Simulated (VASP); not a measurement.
Input:

```
CELL_PARAMETERS angstrom
      0.00000     2.63105     2.63105
      2.63105     0.00000     2.63105
     10.51678    10.51678     0.00743
ATOMIC_POSITIONS crystal
  Be 0.01830 0.01830 0.98627
  Be 0.98272 0.98272 0.26296
  Be 0.99461 0.99461 0.50404
  Be 0.00504 0.00504 0.74622
  Te 0.24928 0.24928 0.06304
  Se 0.23934 0.23934 0.32050
  Se 0.24991 0.24991 0.56257
  Se 0.26080 0.26080 0.80440
```

These are PBEsol GGA, VASP's PBE PAW potentials (set 64) (plane waves; VASP) values and carry that method's errors. Settings: 400 eV cut-off, 8×8×2 Γ-centred mesh, tetrahedra with Blöchl corrections, potentials Be Te Se.

**Question.** The job: Be4Se3Te (ordered alloy cell), 8 atoms, PBEsol, static run, 400 eV, 8×8×2 Γ-centred mesh. Roughly how much core time does it take on a busy server core?

**Answer.** About 60 core-seconds (one run on a shared machine, a rough figure). It had 20 irreducible k-points, 21 bands, up to 2674 plane waves and 15 electronic steps.

The structure was generated: Be4Se3Te was put into an ordered model structure (R3m), which need not be its known phase. It was relaxed first.
